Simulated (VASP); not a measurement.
Nb:

```
CELL_PARAMETERS angstrom
-1.66395 1.66395 1.66395
1.66395 -1.66395 1.66395
1.66395 1.66395 -1.66395
ATOMIC_POSITIONS crystal
Nb 0.00000 0.00000 0.00000
```

| Item | Value |
| --- | --- |
| Program | VASP 6.6.1 |
| Task | relaxation of cell and atoms |
| Functional | PBEsol |
| Potentials or basis | VASP PAW PBE potentials, release 64 (Nb_sv) |
| Cutoff | 600 eV |
| k mesh | 16 × 16 × 16 |
| Occupations | methfessel-paxton, width 0.1 eV |
| Spin | no spin polarisation |

At the start: pressure -8.9 GPa; volume 18.43 Å³/atom.

Q: Where does the relaxation end?

A: Over 4 steps the energy falls by 28.3 meV/atom and the volume is 17.46 Å³/atom (-5.2 %); space group Im-3m (No. 229, to 0.05 Å).

Step by step:
| step | energy change (eV) | largest force (eV/Å) | pressure (GPa) | volume (Å³) |
| --- | --- | --- | --- | --- |
| 1 | 0.0000 | 0.0000 | -8.94 | 18.43 |
| 2 | 0.0778 | 0.0000 | 22.45 | 15.82 |
| 3 | -0.0283 | 0.0000 | -0.38 | 17.49 |
| 4 | -0.0283 | 0.0000 | -0.06 | 17.46 |

Final structure:
```cif
data_structure
_symmetry_space_group_name_H-M 'P 1'
_symmetry_Int_Tables_number 1
_cell_length_a 2.8307
_cell_length_b 2.8307
_cell_length_c 2.8307
_cell_angle_alpha 109.471
_cell_angle_beta 109.471
_cell_angle_gamma 109.471
_cell_volume 17.46
loop_
_atom_site_label
_atom_site_type_symbol
_atom_site_fract_x
_atom_site_fract_y
_atom_site_fract_z
_atom_site_occupancy
Nb1 Nb 0.00000 0.00000 0.00000 1
```

Caveat: the PAW data sets were made with another functional, which shifts forces and pressure a little.
